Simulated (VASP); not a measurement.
# TiO2 (Anatase): what each functional gives, and what it costs, part 3 of 5

Which functional reproduces the measured band gap of TiO2 (Anatase), and what does it cost? The start is a cell from a database of measured crystal structures.

VASP 6.6.1, plane waves and PAW; the level of theory is named at each step.

So far, least gap on mesh and path (eV): step 2 (bands, level LDA) 1.98; step 3 (bands, level PBEsol) 2.05; step 4 (bands, level PBE) 2.09.

**5. Bands with r2SCAN**

This step: r2SCAN; plane waves and PAW (Ti_sv, O) (VASP 6.6.1).

r2SCAN adds the kinetic-energy density, costs more than a GGA and is run with LASPH.

File INCAR:

```
SYSTEM = TiO2
PREC = Accurate
ENCUT = 520
EDIFF = 1E-06
NELM = 100
ISMEAR = 0
SIGMA = 0.02
LREAL = .FALSE.
ALGO = Normal
METAGGA = R2SCAN
LASPH = .TRUE.
NBANDS = 40
LORBIT = 11
LWAVE = .FALSE.
LCHARG = .FALSE.
KPAR = 8
```

File POSCAR:

```
TiO2
1.0
   -1.8921000000      1.8921000000      4.7573000000
    1.8921000000     -1.8921000000      4.7573000000
    1.8921000000      1.8921000000     -4.7573000000
Ti O
2 4
Direct
    0.0000000000      0.0000000000      0.0000000000
    0.7500000000      0.2500000000      0.5000000000
    0.2081000000      0.2081000000      0.0000000000
    0.9581000000      0.4581000000      0.5000000000
    0.5419000000      0.0419000000      0.5000000000
    0.7919000000      0.7919000000      0.0000000000
```

File KPOINTS:

```
Automatic mesh
0
Gamma
5 5 5
0 0 0
```

File KPOINTS_OPT:

```
Line mode
16
Line-mode
Reciprocal
  0.00000000   0.00000000   0.00000000 GAMMA
  0.00000000   0.00000000   0.50000000 X

  0.00000000   0.00000000   0.50000000 X
 -0.07909283   0.07909283   0.50000000 Y

 -0.07909283   0.07909283   0.50000000 Y
 -0.28954641   0.28954641   0.28954641 S

 -0.28954641   0.28954641   0.28954641 S
  0.00000000   0.00000000   0.00000000 GAMMA

  0.00000000   0.00000000   0.00000000 GAMMA
  0.50000000   0.50000000  -0.50000000 Z

  0.50000000   0.50000000  -0.50000000 Z
  0.28954641   0.71045359  -0.28954641 S1

  0.28954641   0.71045359  -0.28954641 S1
  0.00000000   0.50000000   0.00000000 N

  0.00000000   0.50000000   0.00000000 N
  0.25000000   0.25000000   0.25000000 P

  0.25000000   0.25000000   0.25000000 P
  0.50000000   0.50000000  -0.07909283 Y1

  0.50000000   0.50000000  -0.07909283 Y1
  0.50000000   0.50000000  -0.50000000 Z

  0.00000000   0.00000000   0.50000000 X
  0.25000000   0.25000000   0.25000000 P
```

The projector-augmented-wave data sets are Ti_sv and O (PBE family, release 64).

On the command line:

```bash
> mpirun -np 8 vasp_std
```

Log:

```text
[banner, memory and clock lines left out]
running    8 mpi-ranks, on    1 nodes
[...]
[... a notice as in an earlier step ...]

 [... a notice as in an earlier step ...]

 LDA part: xc-table for (None), standard interpolation
 POSCAR, INCAR and KPOINTS ok, starting setup
[...]
entering main loop
       N       E                     dE             d eps       ncg     rms          rms(c)
DAV:   1     0.628102648963E+03    0.62810E+03   -0.23203E+04  1448   0.142E+03
DAV:   2    -0.117107866837E+02   -0.63981E+03   -0.58030E+03  1512   0.448E+02
DAV:   3    -0.965184049416E+02   -0.84808E+02   -0.83116E+02  1896   0.164E+02
DAV:   4    -0.101717390297E+03   -0.51990E+01   -0.51678E+01  2224   0.349E+01
[...]
DAV:  14    -0.698546547613E+02   -0.62806E-05   -0.20306E-05  1888   0.377E-02    0.275E-02
DAV:  15    -0.698546482426E+02    0.65187E-05   -0.11662E-05  2008   0.493E-02    0.460E-03
DAV:  16    -0.698546481310E+02    0.11162E-06   -0.13101E-06  1272   0.900E-03
   1 F= -.69854648E+02 E0= -.69854648E+02  d E =-.883904E-12
 Start KPOINTS_OPT (optional k-point list driver)
k-point batch [1-18\176]
       N       E                     dE             ncg
DAV:   1    -0.256502984298E+03   -0.19689E+05     1440
DAV:   2    -0.110386430326E+05   -0.10782E+05     1520
DAV:   3    -0.123967161036E+05   -0.13581E+04     1880
DAV:   4    -0.124926692432E+05   -0.95953E+02     2160
DAV:   5    -0.124961848562E+05   -0.35156E+01     1720
DAV:   6    -0.124963035330E+05   -0.11868E+00     1928
DAV:   7    -0.124963049986E+05   -0.14656E-02     1688
DAV:   8    -0.124963050395E+05   -0.40906E-04     1688
DAV:   9    -0.124963050397E+05   -0.21305E-06     1072
[...]
k-point batch [163-176\176]
       N       E                     dE             ncg
DAV:   1     0.498282814051E+04   -0.26301E+05     1120
DAV:   2    -0.339292184937E+04   -0.83757E+04     1144
DAV:   3    -0.447798378731E+04   -0.10851E+04     1504
DAV:   4    -0.455317302587E+04   -0.75189E+02     1608
DAV:   5    -0.455556043583E+04   -0.23874E+01     1376
DAV:   6    -0.455559211992E+04   -0.31684E-01     1552
DAV:   7    -0.455559250824E+04   -0.38832E-03     1376
DAV:   8    -0.455559251604E+04   -0.77985E-05     1168
DAV:   9    -0.455559251617E+04   -0.12715E-06      840
```

Elapsed: 3.9 min, on 8 MPI ranks of Intel Xeon Platinum 8559C (Emerald Rapids), shared host; peak memory 2.8 GiB; 31 min of CPU time.

Parts of OUTCAR (step 5):

```text
  Total        0.6439141      0.6439141      0.9604678      0.0000000      0.0000000      0.0000000
  in kB       15.1436248     15.1436248     22.5883594      0.0000000      0.0000000      0.0000000
  external PRESSURE =      17.6252030 kB  Pullay stress =       0.0000000 kB

 POSITION                                       TOTAL-FORCE (eV/Angst)
 -----------------------------------------------------------------------------------
      0.00000      0.00000      0.00000         0.000000      0.000000     -0.000000
      0.00000      1.89210      2.37865         0.000000      0.000000     -0.000000
      0.00000      0.00000      1.97999         0.000000     -0.000000      0.034832
      0.00000      1.89210      4.35864        -0.000000      0.000000      0.034832
      0.00000      1.89210      0.39866        -0.000000      0.000000     -0.034832
      0.00000      0.00000      7.53461         0.000000     -0.000000     -0.034832
 -----------------------------------------------------------------------------------
    total drift:                                0.000000      0.000000      0.000000

  FREE ENERGIE OF THE ION-ELECTRON SYSTEM (eV)
  ---------------------------------------------------
  free  energy   TOTEN  =       -69.8546481310 eV

  energy  without entropy=      -69.8546481310  energy(sigma->0) =      -69.85464813

[... 2 parts as in an earlier step ...]

[... 1 further part left out ...]
[key lines of the parts left out:]
E-fermi :   3.1325
```

The electronic bands at the labelled points (eV, zero at the valence-band top; v1 is the highest filled band, c1 the lowest empty one):

| point | v4 | v3 | v2 | v1 | c1 | c2 | c3 | c4 |
| --- | --- | --- | --- | --- | --- | --- | --- | --- |
| Γ | -0.79 | -0.79 | -0.50 | -0.50 | 2.52 | 3.27 | 4.41 | 4.41 |
| 0.47 of the way | -1.89 | -1.06 | -0.63 | -0.27 | 3.38 | 3.50 | 3.90 | 4.08 |
| X | -2.11 | -2.11 | -0.05 | -0.05 | 3.75 | 3.75 | 4.22 | 4.22 |
| 0.53 of the way | -2.06 | -2.06 | -0.06 | -0.06 | 3.74 | 3.74 | 4.20 | 4.20 |
| Y | -1.95 | -1.95 | -0.09 | -0.09 | 3.72 | 3.72 | 4.16 | 4.16 |
| 0.47 of the way | -1.99 | -1.14 | -0.49 | -0.38 | 3.56 | 3.58 | 4.02 | 4.14 |
| S | -1.24 | -0.98 | -0.94 | -0.87 | 3.62 | 3.90 | 3.97 | 4.02 |
| 0.47 of the way | -1.57 | -0.98 | -0.87 | -0.64 | 3.56 | 3.74 | 3.77 | 4.03 |
| Γ | -0.79 | -0.79 | -0.50 | -0.50 | 2.52 | 3.27 | 4.41 | 4.41 |
| 0.53 of the way | -1.13 | -1.13 | -0.25 | -0.25 | 2.64 | 3.14 | 4.24 | 4.24 |
| Z | -1.32 | -1.32 | -0.15 | -0.15 | 2.88 | 2.88 | 4.20 | 4.20 |
| 0.53 of the way | -1.36 | -0.73 | -0.67 | -0.61 | 3.17 | 3.67 | 3.75 | 3.95 |
| S1 | -1.24 | -0.98 | -0.94 | -0.87 | 3.62 | 3.90 | 3.97 | 4.02 |
| 0.47 of the way | -1.52 | -1.01 | -0.88 | -0.80 | 3.66 | 3.92 | 3.97 | 4.05 |
| N | -1.98 | -0.99 | -0.89 | -0.68 | 3.65 | 3.95 | 3.96 | 4.07 |
| 0.47 of the way | -1.95 | -1.02 | -0.62 | -0.39 | 3.52 | 3.66 | 4.08 | 4.12 |
| P | -1.64 | -1.64 | -0.24 | -0.24 | 3.97 | 3.97 | 4.01 | 4.01 |
| 0.47 of the way | -1.91 | -1.71 | -0.18 | -0.13 | 3.80 | 3.84 | 4.10 | 4.16 |
| Y1 | -1.95 | -1.95 | -0.09 | -0.09 | 3.72 | 3.72 | 4.16 | 4.16 |
| 0.47 of the way | -1.18 | -1.18 | -0.51 | -0.51 | 3.46 | 3.46 | 3.95 | 3.95 |
| Z | -1.32 | -1.32 | -0.15 | -0.15 | 2.88 | 2.88 | 4.20 | 4.20 |
| jump to X | -2.11 | -2.11 | -0.05 | -0.05 | 3.75 | 3.75 | 4.22 | 4.22 |
| 0.47 of the way | -1.88 | -1.88 | -0.13 | -0.13 | 3.82 | 3.82 | 4.16 | 4.16 |
| P | -1.64 | -1.64 | -0.24 | -0.24 | 3.97 | 3.97 | 4.01 | 4.01 |

Of the projections kept (Ti, O), the largest for each band there; the rest of the weight can lie on other orbitals:

| point | v4 | v3 | v2 | v1 | c1 | c2 | c3 | c4 |
| --- | --- | --- | --- | --- | --- | --- | --- | --- |
| Γ | O 0.81 | O 0.81 | O 1.00 | O 1.00 | Ti 1.00 | Ti 1.00 | Ti 0.85 | Ti 0.85 |
| X | O 0.76 | O 0.76 | O 0.97 | O 0.97 | Ti 0.96 | Ti 0.96 | Ti 0.83 | Ti 0.83 |
| Y | O 0.77 | O 0.77 | O 0.96 | O 0.96 | Ti 0.96 | Ti 0.96 | Ti 0.84 | Ti 0.84 |
| S | O 0.91 | O 0.90 | O 0.96 | O 0.85 | Ti 0.91 | Ti 0.97 | Ti 0.86 | Ti 0.95 |
| Γ | O 0.81 | O 0.81 | O 1.00 | O 1.00 | Ti 1.00 | Ti 1.00 | Ti 0.85 | Ti 0.85 |
| Z | O 0.86 | O 0.86 | O 0.96 | O 0.96 | Ti 1.00 | Ti 1.00 | Ti 0.96 | Ti 0.96 |

The gap is 2.52 eV, indirect. Against LDA that is +0.54 eV; this run took 3.4 times the core time. The gap lies -0.74 eV from the measured 3.26 eV.

**6. Bands with TB-mBJ**

This step: TB-mBJ; plane waves and PAW (Ti_sv, O) (VASP 6.6.1).

TB-mBJ is a local potential fitted to gaps: it costs far less than a hybrid but gives no energy.

Changes to INCAR since step 5:

```diff
@@ -4,3 +4,3 @@
 EDIFF = 1E-06
-NELM = 100
+NELM = 150
 ISMEAR = 0
@@ -9,3 +9,3 @@
 ALGO = Normal
-METAGGA = R2SCAN
+METAGGA = MBJ
 LASPH = .TRUE.
```

POSCAR is that of step 5.

KPOINTS is that of step 5.

KPOINTS_OPT is that of step 5.

On the command line:

```bash
> mpirun -np 8 vasp_std
```

Log:

```text
[... set-up lines as in an earlier step ...]
 entering main loop
       N       E                     dE             d eps       ncg     rms          rms(c)
DAV:   1     0.806495118421E+03    0.80650E+03   -0.22419E+04  1440   0.137E+03
DAV:   2     0.181194284075E+03   -0.62530E+03   -0.57145E+03  1504   0.436E+02
DAV:   3     0.984221987644E+02   -0.82772E+02   -0.81196E+02  1912   0.159E+02
DAV:   4     0.933620514366E+02   -0.50601E+01   -0.50278E+01  2248   0.341E+01
[...]
DAV:  62     0.120923220651E+03    0.51088E-05   -0.32357E-11   800   0.458E-05    0.746E-06
DAV:  63     0.120923226971E+03    0.63194E-05   -0.30230E-12   816   0.350E-05    0.104E-05
DAV:  64     0.120923227433E+03    0.46189E-06   -0.95344E-12   792   0.203E-05
   1 F= 0.12092323E+03 E0= 0.12092323E+03  d E =-.815798E-20
 Start KPOINTS_OPT (optional k-point list driver)
k-point batch [1-18\176]
       N       E                     dE             ncg
DAV:   1     0.971292853646E+03   -0.18461E+05     1440
DAV:   2    -0.976780054613E+04   -0.10739E+05     1560
DAV:   3    -0.110816226495E+05   -0.13138E+04     1856
DAV:   4    -0.111848209646E+05   -0.10320E+03     2400
[...]
DAV:   8    -0.111884969186E+05   -0.76627E-04     1680
DAV:   9    -0.111884969210E+05   -0.24852E-05     1088
DAV:  10    -0.111884969212E+05   -0.11631E-06     1120
[...]
k-point batch [163-176\176]
       N       E                     dE             ncg
DAV:   1     0.593745808455E+04   -0.25346E+05     1120
DAV:   2    -0.242008179358E+04   -0.83575E+04     1216
DAV:   3    -0.345500812460E+04   -0.10349E+04     1544
DAV:   4    -0.352845335255E+04   -0.73445E+02     1744
DAV:   5    -0.353112740281E+04   -0.26741E+01     1352
DAV:   6    -0.353116090775E+04   -0.33505E-01     1488
DAV:   7    -0.353116155163E+04   -0.64387E-03     1320
DAV:   8    -0.353116156787E+04   -0.16248E-04     1296
DAV:   9    -0.353116156831E+04   -0.43770E-06      824
```

Run time: 2.4 min. Hardware: 8 MPI ranks; peak memory 2.9 GiB; 19 min of CPU time.

Parts of OUTCAR (step 6):

```text
  Total     -191.2266353   -191.2266353   -192.6754833      0.0000000     -0.0000000      0.0000000
  in kB    -4497.2834829  -4497.2834829  -4531.3576080      0.0000000     -0.0000000      0.0000000
  external PRESSURE =   -4508.6415246 kB  Pullay stress =       0.0000000 kB

 POSITION                                       TOTAL-FORCE (eV/Angst)
 -----------------------------------------------------------------------------------
      0.00000      0.00000      0.00000         0.000000      0.000000      0.000000
      0.00000      1.89210      2.37865         0.000000      0.000000      0.000000
      0.00000      0.00000      1.97999        -0.000000      0.000000      0.297139
      0.00000      1.89210      4.35864         0.000000     -0.000000      0.297139
      0.00000      1.89210      0.39866         0.000000     -0.000000     -0.297139
      0.00000      0.00000      7.53461        -0.000000      0.000000     -0.297139
 -----------------------------------------------------------------------------------
    total drift:                                0.000000      0.000000      0.000000

  FREE ENERGIE OF THE ION-ELECTRON SYSTEM (eV)
  ---------------------------------------------------
  free  energy   TOTEN  =       120.9232274327 eV

  energy  without entropy=      120.9232274327  energy(sigma->0) =      120.92322743

[... 2 parts as in an earlier step ...]

[... 1 further part left out ...]
[key lines of the parts left out:]
E-fermi :   4.3678
```

This functional is a potential without an energy, so its energies, forces and stress mean nothing and are not read.

Electronic bands along the path, in eV, zero at the valence-band top; v1 is the highest filled band, c1 the lowest empty one:

| point | v4 | v3 | v2 | v1 | c1 | c2 | c3 | c4 |
| --- | --- | --- | --- | --- | --- | --- | --- | --- |
| Γ | -0.81 | -0.81 | -0.44 | -0.44 | 3.13 | 3.75 | 4.85 | 4.85 |
| 0.47 of the way | -1.81 | -0.92 | -0.63 | -0.23 | 3.81 | 3.88 | 4.30 | 4.49 |
| X | -1.83 | -1.83 | -0.04 | -0.04 | 4.20 | 4.20 | 4.55 | 4.55 |
| 0.53 of the way | -1.79 | -1.79 | -0.05 | -0.05 | 4.19 | 4.19 | 4.54 | 4.54 |
| Y | -1.70 | -1.70 | -0.08 | -0.08 | 4.17 | 4.17 | 4.50 | 4.50 |
| 0.47 of the way | -1.75 | -1.02 | -0.45 | -0.31 | 3.97 | 4.03 | 4.39 | 4.53 |
| S | -1.12 | -0.93 | -0.88 | -0.76 | 4.13 | 4.31 | 4.34 | 4.40 |
| 0.47 of the way | -1.28 | -0.89 | -0.88 | -0.59 | 4.07 | 4.08 | 4.16 | 4.43 |
| Γ | -0.81 | -0.81 | -0.44 | -0.44 | 3.13 | 3.75 | 4.85 | 4.85 |
| 0.53 of the way | -1.08 | -1.08 | -0.26 | -0.26 | 3.22 | 3.64 | 4.73 | 4.73 |
| Z | -1.24 | -1.24 | -0.17 | -0.17 | 3.43 | 3.43 | 4.70 | 4.70 |
| 0.53 of the way | -1.23 | -0.71 | -0.58 | -0.57 | 3.71 | 4.02 | 4.07 | 4.36 |
| S1 | -1.12 | -0.93 | -0.88 | -0.76 | 4.13 | 4.31 | 4.34 | 4.40 |
| 0.47 of the way | -1.38 | -0.90 | -0.84 | -0.75 | 4.18 | 4.30 | 4.40 | 4.41 |
| N | -1.65 | -0.91 | -0.79 | -0.70 | 4.18 | 4.28 | 4.43 | 4.44 |
| 0.47 of the way | -1.80 | -0.93 | -0.56 | -0.30 | 3.90 | 4.12 | 4.48 | 4.52 |
| P | -1.49 | -1.49 | -0.17 | -0.17 | 4.36 | 4.36 | 4.40 | 4.40 |
| 0.47 of the way | -1.70 | -1.53 | -0.14 | -0.09 | 4.23 | 4.27 | 4.46 | 4.51 |
| Y1 | -1.70 | -1.70 | -0.08 | -0.08 | 4.17 | 4.17 | 4.50 | 4.50 |
| 0.47 of the way | -1.05 | -1.05 | -0.46 | -0.46 | 3.88 | 3.88 | 4.35 | 4.35 |
| Z | -1.24 | -1.24 | -0.17 | -0.17 | 3.43 | 3.43 | 4.70 | 4.70 |
| jump to X | -1.83 | -1.83 | -0.04 | -0.04 | 4.20 | 4.20 | 4.55 | 4.55 |
| 0.47 of the way | -1.66 | -1.66 | -0.09 | -0.09 | 4.25 | 4.25 | 4.51 | 4.51 |
| P | -1.49 | -1.49 | -0.17 | -0.17 | 4.36 | 4.36 | 4.40 | 4.40 |

Of the projections kept (Ti, O), the largest for each band there; the rest of the weight can lie on other orbitals:

| point | v4 | v3 | v2 | v1 | c1 | c2 | c3 | c4 |
| --- | --- | --- | --- | --- | --- | --- | --- | --- |
| Γ | O 0.83 | O 0.83 | O 1.00 | O 1.00 | Ti 1.00 | Ti 1.00 | Ti 0.87 | Ti 0.87 |
| X | O 0.81 | O 0.81 | O 0.97 | O 0.97 | Ti 0.97 | Ti 0.97 | Ti 0.87 | Ti 0.87 |
| Y | O 0.81 | O 0.81 | O 0.97 | O 0.97 | Ti 0.96 | Ti 0.96 | Ti 0.88 | Ti 0.88 |
| S | O 0.91 | O 0.91 | O 0.85 | O 0.98 | Ti 0.92 | Ti 0.89 | Ti 0.97 | Ti 0.97 |
| Γ | O 0.83 | O 0.83 | O 1.00 | O 1.00 | Ti 1.00 | Ti 1.00 | Ti 0.87 | Ti 0.87 |
| Z | O 0.86 | O 0.86 | O 0.97 | O 0.97 | Ti 1.00 | Ti 1.00 | Ti 0.97 | Ti 0.97 |

The gap is 3.13 eV, indirect. Against LDA that is +1.15 eV; this run took 2.1 times the core time. The gap lies -0.13 eV from the measured 3.26 eV.

(Part 3 of 5 ends here.)

[Lines on the potential files, build, host, timing and source positions are cut from VASP's logs without a mark.]

[Logs are printed without paths, hosts, clocks, repeated set-up lines and the standing remarks that a program may print on its own settings, such as how far it seeks lower states.]

[Hosts, paths, dates, database ids (printed as entryN), source tags and the programs' standing remarks are cut or masked in the printed files.]

[A measured line is paired with the nearest computed mode of its activity, which favours agreement.]
